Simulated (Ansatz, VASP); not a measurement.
# Cross-check of Ga2BPN2 between VASP and Ansatz, part 3 of 3

Aim: how closely do two programs agree when they are given the same cell, functional and k mesh? The cell is generated by rule, not measured, and may not be a known phase. The cell is taken from a series of runs on this material, whose earlier steps may have relaxed, scaled, displaced or heated it; both programs get it as it stands.

VASP 6.6.1 and Ansatz 0.2.0.

So far: The starting structure; Ansatz: relaxation of cell and atoms, PBEsol, pair 1; VASP: relaxation of cell and atoms, PBEsol, pair 1; Side by side; VASP: relaxation of cell and atoms, PBEsol, pair 2; Ansatz: relaxation of cell and atoms, PBEsol, pair 2.

## Step 8: VASP: relaxation of cell and atoms, PBEsol, pair 3

Level of this step: PBEsol; plane waves and PAW (B, Ga_d, N, P); invented cell (VASP).

The relaxed volume is the usual yardstick between codes: in a stiff, nearly cubic crystal its relative difference is about their pressure difference at one cell divided by the bulk modulus.

Input file INCAR:

```
SYSTEM = Ga2BPN2
PREC = Accurate
ENCUT = 600
EDIFF = 1E-07
NELM = 120
ISMEAR = 0
SIGMA = 0.1
LREAL = .FALSE.
ALGO = Normal
GGA = PS
NBANDS = 28
LORBIT = 11
LWAVE = .FALSE.
LCHARG = .FALSE.
ISIF = 3
IBRION = 2
NSW = 80
EDIFFG = -0.005
LASPH = .TRUE.
GGA_COMPAT = .FALSE.
NELMIN = 4
KPAR = 2
```

Input file POSCAR:

```
Ga2BPN2
1.0
    2.2816470000      2.2816470000      0.0000000000
   -2.1648250000      2.1648250000      0.0000000000
    2.2232360000      0.0584110000      7.0306550000
B Ga N P
1 2 2 1
Direct
    0.0176321410      0.9823678590      0.9647357181
    0.3181286096      0.6818713904      0.3637427807
    0.6563746906      0.3436253094      0.6872506189
    0.7411117456      0.7588884853      0.5177765087
    0.0773617879      0.4226384313      0.8452768625
    0.4393915703      0.0606086488      0.1212172977
```

Input file KPOINTS:

```
Automatic mesh
0
Gamma
12 12 12
0 0 0
```

The projector-augmented-wave data sets are B, Ga_d, N and P (PBE family, release 64).

Launch:

```bash
$ mpirun -np 2 vasp_std
```

Numbers of over 12 decimals in the logs are rounded to 6 here.

The log of the run:

```text
[... set-up lines as in an earlier step ...]
 entering main loop
       N       E                     dE             d eps       ncg     rms          rms(c)
DAV:   1     0.398624867390E+03    0.39862E+03   -0.22912E+04 16304   0.277E+03
DAV:   2     0.182366142592E+02   -0.38039E+03   -0.36636E+03 16948   0.595E+02
DAV:   3    -0.382182539449E+02   -0.56455E+02   -0.54767E+02 18140   0.171E+02
DAV:   4    -0.415095119866E+02   -0.32913E+01   -0.32593E+01 22064   0.413E+01
[...]
DAV:  14    -0.382244965173E+02   -0.73487E-06   -0.23184E-06 21176   0.170E-02    0.536E-03
DAV:  15    -0.382244963324E+02    0.18491E-06   -0.96322E-07 19832   0.924E-03    0.160E-03
DAV:  16    -0.382244963494E+02   -0.17035E-07   -0.31571E-07 17748   0.438E-03
   1 F= -.38224496E+02 E0= -.38222997E+02  d E =-.382245E+02
[... from here on, the cycles between the ionic steps are left out ...]
   2 F= -.38229637E+02 E0= -.38228429E+02  d E =-.514060E-02
   3 F= -.38230012E+02 E0= -.38228899E+02  d E =-.551539E-02
   4 F= -.38232942E+02 E0= -.38231918E+02  d E =-.292983E-02
   5 F= -.38233060E+02 E0= -.38232032E+02  d E =-.304791E-02
   6 F= -.38233174E+02 E0= -.38232152E+02  d E =-.114352E-03
   7 F= -.38233174E+02 E0= -.38232152E+02  d E =-.114372E-03
   8 F= -.38233188E+02 E0= -.38232168E+02  d E =-.136876E-04
 trial-energy change:   -0.000014  1 .order   -0.000013   -0.000024   -0.000002
 step:   0.9621(harm=  0.9621)  dis= 0.00072  next Energy=   -38.233187 (dE=-0.134E-04)
 reached required accuracy - stopping structural energy minimisation
```

OUTCAR, selected parts (step 8):

```text
  Total        0.0039320      0.0039320      0.0056023     -0.0084907      0.0000000     -0.0000000
  in kB        0.0906200      0.0906200      0.1291127     -0.1956820      0.0000000     -0.0000000
  external PRESSURE =       0.1034509 kB  Pullay stress =       0.0000000 kB

 POSITION                                       TOTAL-FORCE (eV/Angst)
 -----------------------------------------------------------------------------------
      0.04175      2.23185      6.74306         0.000000      0.000000      0.000921
      0.04175      2.23185      2.52178        -0.000000      0.000000     -0.000381
      2.27360      2.27360      4.78847         0.000000      0.000000     -0.001955
      1.17855      3.36865      3.61771         0.000000     -0.000000      0.000812
      1.13680      1.13680      5.90062        -0.000000     -0.000000     -0.000321
      1.13680      1.13680      0.86083        -0.000000      0.000000      0.000924
 -----------------------------------------------------------------------------------
    total drift:                               -0.000048     -0.000587      0.001272

  FREE ENERGIE OF THE ION-ELECTRON SYSTEM (eV)
  ---------------------------------------------------
  free  energy   TOTEN  =       -38.2331877094 eV

  energy  without entropy=      -38.2311481171  energy(sigma->0) =      -38.23216791

[... 2 parts as in an earlier step ...]

[... 2 further parts left out ...]
[key lines of the parts left out:]
E-fermi :   8.0580
```

## Step 9: Ansatz: relaxation of cell and atoms, PBEsol, pair 3

The same cell, functional, mesh and smearing now go to Ansatz, which takes its cutoff from its data sets.

The cell is taken from a series of runs on this material, whose earlier steps may have relaxed, scaled, displaced or heated it; both programs get it as it stands.

Input file input.yaml:

```yaml
crystal:
  lattice:
    - [2.281647077, 2.281647077, 0.0]
    - [-2.1648254981, 2.1648254981, 0.0]
    - [2.2232362875, 0.0584107895, 7.0306545655]
  atoms:
    - { symbol: B, position: [0.0176321152, -0.0176321152, -0.0352642304] }
    - { symbol: Ga, position: [0.3181286296, 0.6818713704, 0.3637427407] }
    - { symbol: Ga, position: [0.6563746749, 0.3436253251, 0.6872506501] }
    - { symbol: "N", position: [0.741111706, 0.758888294, 0.517776588] }
    - { symbol: "N", position: [0.0773615077, 0.4226384923, 0.8452769846] }
    - { symbol: P, position: [0.4393913665, 0.0606086335, 0.121217267] }
kpoints:
  mp_grid: { grid: [12, 12, 12] }
hamiltonian:
  xc: pbesol
scf:
  occupations: { method: gaussian, width: 0.1 }
output:
  forces: true
  stress: true
  eigenvalues: true
  write_density: true
  write_potential: true
  elf: true
  volumetric_format: npy
relax:
  adjacent_minimum: "off"
  f_tol: 0.005
  max_steps: 80
  cell: { stress_tol: 0.05 }
```

Launch:

```bash
$ ansatz run input.yaml --threads 8 --pin off --max-ram 14336MiB --backend cpu --events-out ev --progress --plain --runs-dir out
```

The log of the run:

```text
[...]
Crystal: 6 atoms, lattice volume = 69.454 Å³
Basis set: ecut = 420 eV, 1363 PW (Γ), exchange–correlation on 48×48×100 points (8 copies of the dense FFT grid, shifted against one another)
Bands: 28, of which v1, the nominal top of the filled ones, is band 22 counted from 1 (21 counted from 0)
Symmetry: 4 space group operations
[...]
- [-2.190429, 2.190429, -1.557778967361805e-11]
    - [2.232452, 0.042023, 6.985695]
  atoms:
    - { symbol: B, position: [0.017023, -0.017023, -0.034046] }
    - { symbol: Ga, position: [0.319366, 0.680634, 0.361267] }
    - { symbol: Ga, position: [0.657002, 0.342998, 0.685996] }
    - { symbol: N, position: [0.740884, 0.759116, 0.518232] }
    - { symbol: N, position: [0.077309, 0.422691, 0.845383] }
    - { symbol: P, position: [0.438415, 0.061585, 0.123169] }
[key lines of the parts left out:]
SCF converged after 6 iterations
Free energy (F): -9137.561938 eV
Fermi energy:    11.527267 eV
P = ⅓ Tr σ = 0.0041 GPa (0.041 kbar)
```

## Step 10: Differences

Compared:

| quantity | Ansatz | VASP | difference |
| --- | --- | --- | --- |
| volume (Å³) | 69.61 | 69.52 | +0.13 % |
| edge a after relaxation, in the typed setting (Å) | 3.217 | 3.215 | +0.04 % |
| edge b after relaxation, in the typed setting (Å) | 3.098 | 3.097 | +0.01 % |
| edge c after relaxation, in the typed setting (Å) | 7.334 | 7.329 | +0.07 % |

## Step 11: Outcome

```
difference in volume (relaxation of cell and atoms, PBEsol, pair 1) : 0.19 %
difference in volume (relaxation of cell and atoms, PBEsol, pair 2) : 0.13 %
difference in volume (relaxation of cell and atoms, PBEsol, pair 3) : 0.13 %
```

**Reading.** The difference in volume is 0.19 % (relaxation of cell and atoms, PBEsol, pair 1), within the 1.2 % picked in this series as the mark of a large difference, as far as the stopping tolerances let one tell. 1 further run of this series is not shown here. Such differences can come from data sets, numerical settings and the points named under the comparisons, not from the functional's error against experiment.

[Lines on the potential files, build, host, timing and source positions are cut from VASP's logs without a mark.]

[Logs are printed without paths, hosts, clocks, repeated set-up lines and the standing remarks that a program may print on its own settings, such as how far it seeks lower states.]

[Hosts, paths, dates, database ids (printed as entryN), source tags and the programs' standing remarks are cut or masked in the printed files.]
